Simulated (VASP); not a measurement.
Input:

```
AuCu
1.0
    2.80094     0.00000     0.00000
    0.00000     2.80094     0.00000
    0.00000     0.00000     3.70085
Cu Au
1 1
Cartesian
  0.00000   0.00000   0.00000
  1.40047   1.40047   1.85042
```

All values below come from PBE GGA, VASP's PBE PAW potentials (set 64) (plane waves; VASP 6.6.1). Run with 500 eV cut-off, 13×13×10 Γ-centred mesh, first-order Methfessel-Paxton smearing of 0.10 eV, potentials Cu Au.

Unless said otherwise, spin-orbit coupling is left out, though it shifts the bands of the heavy elements here.

Problem. Predict the energy per atom (σ→0), pressure, band gap (on the k-mesh) with the smallest direct gap where there is one.

Solution. 
| Property | Result |
|---|---|
| band gap (on the k-mesh) | none (metal, semimetal or under 0.01 eV) |
| energy per atom (σ→0) | -3.524 eV/atom |
| pressure | 4.98 GPa |

Only differences to runs with the same potentials and settings are physical.

The compound is CuAu in the L1_0 structure. It was relaxed first under an external pressure of 5 GPa.
